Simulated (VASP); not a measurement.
# ZrTiGe2 with RPBE + D3: from relaxation to properties, part 2 of 2

Wanted: the relaxed cell of ZrTiGe2 and its properties. The cell is invented: it takes the structure of a Materials Project entry for ZrTiC2 (space group 166 there), with some of its atoms replaced by other elements, volume scaled by an estimate. It may not be a known or stable phase.

VASP 6.6.1, plane waves and PAW; the level of theory is named at each step.

Still holding for the runs below: The k-mesh is coarse for a metal. Spin-orbit coupling is off here; it would split degenerate levels.

So far. Step 5 (Bands along the symmetry lines (RPBE + D3)): There is no gap at this level. Step 6 (Density of states (RPBE + D3)): The finer mesh and the other smearing move the Fermi level by +0.03 eV from the 6×6×6 run, a small shift, which tests the Fermi level alone. Of the states within 0.3 eV of the Fermi level, the largest shares in the PAW spheres are Ti d 35 %, Zr d 17 % and Ge p 12 %. The rest lies in smaller channels or between the spheres.

## Step 7: Bands along the symmetry lines (r2SCAN)

This step: r2SCAN; plane waves and PAW (Zr_sv, Ge_d, Ti_sv); invented cell (VASP 6.6.1).

The mesh alone shows little of the dispersion and can miss band extrema, so KPOINTS_OPT adds a path through the symmetry points after the self-consistent cycle. r2SCAN adds the kinetic-energy density, costs more than a GGA and is run with LASPH.

Input file INCAR:

```
SYSTEM = ZrTiGe2
PREC = Accurate
ENCUT = 410
EDIFF = 1E-06
NELM = 100
ISMEAR = -1
SIGMA = 0.05
LREAL = .FALSE.
ALGO = Normal
METAGGA = R2SCAN
LASPH = .TRUE.
NBANDS = 40
LORBIT = 11
LWAVE = .FALSE.
LCHARG = .FALSE.
KPAR = 2
```

Input file POSCAR:

```
ZrTiGe2
1.0
    1.9187872155      1.1078125613      5.9046388265
   -1.9187872155      1.1078125613      5.9046388265
    0.0000000000     -2.2156240278      5.9046388233
Zr Ge Ti
1 2 1
Direct
    0.0000000000      0.0000000000      0.0000000000
    0.2439297209      0.2439297209      0.2439297209
    0.7560702791      0.7560702791      0.7560702791
    0.5000000000      0.5000000000      0.5000000000
```

Input file KPOINTS:

```
Automatic mesh
0
Gamma
6 6 6
0 0 0
```

Input file KPOINTS_OPT:

```
Line mode
16
Line-mode
Reciprocal
  0.00000000   0.00000000   0.00000000 GAMMA
  0.50000000   0.00000000   0.00000000 L

  0.50000000   0.00000000   0.00000000 L
  0.50000000   0.19013349  -0.19013349 B1

  0.80986651   0.50000000   0.19013349 B
  0.50000000   0.50000000   0.50000000 Z

  0.50000000   0.50000000   0.50000000 Z
  0.00000000   0.00000000   0.00000000 GAMMA

  0.00000000   0.00000000   0.00000000 GAMMA
  0.34506675   0.00000000  -0.34506675 X

  0.65493325   0.34506675   0.00000000 Q
  0.50000000   0.50000000   0.00000000 F

  0.50000000   0.50000000   0.00000000 F
  0.65493325   0.65493325   0.19013349 P1

  0.65493325   0.65493325   0.19013349 P1
  0.50000000   0.50000000   0.50000000 Z

  0.50000000   0.00000000   0.00000000 L
  0.80986651   0.34506675   0.34506675 P
```

Potentials, in the order of the species: Zr_sv, Ge_d and Ti_sv (PBE family, release 64).

The run is started by

```
$ mpirun -np 2 vasp_std
```

Elapsed: 11 min, on 2 MPI ranks of Intel Xeon 6975P-C (Granite Rapids), shared host; peak memory 0.65 GiB.

This step gave:

| Quantity | Value |
| --- | --- |
| irreducible k-points | 32 |
| free energy (TOTEN) | -66.2170 eV |
| energy at zero smearing | -66.2131 eV |
| Fermi energy | 8.035 eV |
| pressure | -0.1942 GPa |

Electronic bands along the path, in eV, zero at the Fermi level; # counts the bands kept:

```csv
point,#5,#6,#7,#8,#9,#10,#11,#12
Γ,-2.57,0.01,0.01,0.48,0.60,0.60,2.14,2.14
0.53 of the way,-2.39,-2.19,-1.30,-0.96,0.59,1.04,1.70,1.89
L,-2.89,-2.21,-1.88,-1.54,0.97,1.32,1.37,1.66
0.47 of the way,-2.84,-2.74,-1.90,-1.78,1.24,1.42,1.65,1.95
B1,-3.10,-2.82,-1.59,-1.50,0.80,1.29,1.54,2.29
jump to B,-3.10,-2.82,-1.59,-1.50,0.80,1.29,1.54,2.29
0.47 of the way,-2.17,-1.86,-1.26,-1.23,0.40,0.68,1.62,1.72
Z,-1.66,-1.66,-1.43,-1.43,0.63,0.63,1.21,1.21
0.47 of the way,-2.27,-0.48,-0.48,-0.30,0.29,0.29,1.71,1.71
Γ,-2.57,0.01,0.01,0.48,0.60,0.60,2.14,2.14
0.47 of the way,-2.49,-2.17,-1.59,-1.31,0.76,1.23,1.81,1.88
X,-3.23,-2.79,-1.78,-1.43,0.82,1.44,1.52,2.26
jump to Q,-3.23,-2.79,-1.78,-1.43,0.82,1.44,1.52,2.26
0.47 of the way,-2.61,-2.52,-1.81,-0.67,0.11,1.40,1.49,2.35
F,-2.36,-1.94,-1.53,-0.38,0.39,1.12,1.56,1.69
0.47 of the way,-2.35,-1.96,-1.55,-0.42,0.37,1.13,1.56,1.73
P1,-2.32,-2.04,-1.62,-0.57,0.35,1.17,1.58,1.86
0.53 of the way,-1.99,-1.69,-1.25,-0.96,0.10,0.81,1.34,1.66
Z,-1.66,-1.66,-1.43,-1.43,0.63,0.63,1.21,1.21
jump to L,-2.89,-2.21,-1.88,-1.54,0.97,1.32,1.37,1.66
0.53 of the way,-2.38,-2.14,-2.05,-1.10,0.57,1.32,1.55,1.88
P,-2.32,-2.04,-1.62,-0.57,0.35,1.17,1.58,1.86
```

Of the projections kept (Zr, Ge, Ti), the largest for each band there; the rest of the weight can lie on other orbitals:

```csv
point,#5,#6,#7,#8,#9,#10,#11,#12
Γ,Ge 0.39,Ti 0.62,Ti 0.62,Ti 0.60,Ti 0.52,Ti 0.52,Zr 0.58,Zr 0.58
L,Ge 0.48,Ti 0.49,Ge 0.48,Ti 0.62,Ti 0.85,Zr 0.76,Ti 0.99,Ti 0.95
B1,Ge 0.56,Ge 0.51,Ge 0.41,Ti 0.44,Ti 0.80,Ti 0.60,Ti 0.90,Zr 0.64
B,Ge 0.56,Ge 0.51,Ge 0.41,Ti 0.44,Ti 0.80,Ti 0.60,Ti 0.90,Zr 0.64
Z,Ti 0.66,Ti 0.66,Zr 0.62,Zr 0.62,Ti 0.96,Ti 0.96,Zr 0.93,Zr 0.93
Γ,Ge 0.39,Ti 0.62,Ti 0.62,Ti 0.60,Ti 0.52,Ti 0.52,Zr 0.58,Zr 0.58
```

There is no gap at this level.

Of the bands kept, 4 cross the Fermi level on this path.

## Step 8: Vibrations at Γ (RPBE + D3)

This step: RPBE with D3; plane waves and PAW (Zr_sv, Ge_d, Ti_sv); invented cell (VASP 6.6.1).

Zone-centre modes test whether the atoms sit at a minimum within this cell. IBRION = 6 takes the force constants from differences of forces between displaced cells, so the forces must be tight.

Input file INCAR:

```
SYSTEM = ZrTiGe2
PREC = Accurate
ENCUT = 410
EDIFF = 1E-08
NELM = 100
ISMEAR = 1
SIGMA = 0.2
LREAL = .FALSE.
ALGO = Normal
GGA = RP
IVDW = 11
NBANDS = 32
LORBIT = 11
LWAVE = .FALSE.
LCHARG = .FALSE.
KPAR = 2
IBRION = 6
NFREE = 2
POTIM = 0.015
ISIF = 2
NSW = 1
```

POSCAR is that of step 7.

Input file KPOINTS:

```
Automatic mesh
0
Gamma
12 12 12
0 0 0
```

The run is started by

```
$ mpirun -np 2 vasp_std
```

Run time: 61 min. Hardware: 2 MPI ranks.

The run was stopped at its time limit, by a STOPCAR file.

More ranks or a longer limit would be the way on.

## Step 9: What came out

| Property | Result |
| --- | --- |
| relaxed volume | 18.83 Å³/atom |
| relaxed conventional cell a, b, c | 3.838, 3.838, 17.714 Å; angles 90.0, 90.0, 120.0° |
| space group after relaxing, within 0.02 Å | R-3m (No. 166) |
| band gap | none, a metal |
| DOS at the Fermi level | 0.601 states/eV/cell |
| band gap (r2SCAN) | none, a metal |

With RPBE + D3, ZrTiGe2 relaxes to 18.83 Å³/atom in space group R-3m (held by the symmetry of the run) and comes out as a metal. Not obtained: vibrations at Γ (RPBE + D3), because the run hit its time limit. Bands along the symmetry lines (RPBE + D3): Of the bands kept, 2 cross the Fermi level on this path. Bands along the symmetry lines (r2SCAN): Of the bands kept, 4 cross the Fermi level on this path. The other levels ran on the cell relaxed with RPBE + D3, and without spin-orbit coupling unless named. Spin-orbit coupling is left out; it would split some degenerate bands. The k-sampling is coarse for a metal, so the Fermi level, pressures and the shape of the cell carry errors. No search among competing phases was made. All values are for a static lattice at zero temperature.

[Lines on the potential files, build, host, timing and source positions are cut from VASP's logs without a mark.]

[Logs are printed without paths, hosts, clocks, repeated set-up lines and the standing remarks that a program may print on its own settings, such as how far it seeks lower states.]

[Hosts, paths, dates, database ids (printed as entryN), source tags and the programs' standing remarks are cut or masked in the printed files.]

[A measured line is paired with the nearest computed mode of its activity, which favours agreement.]
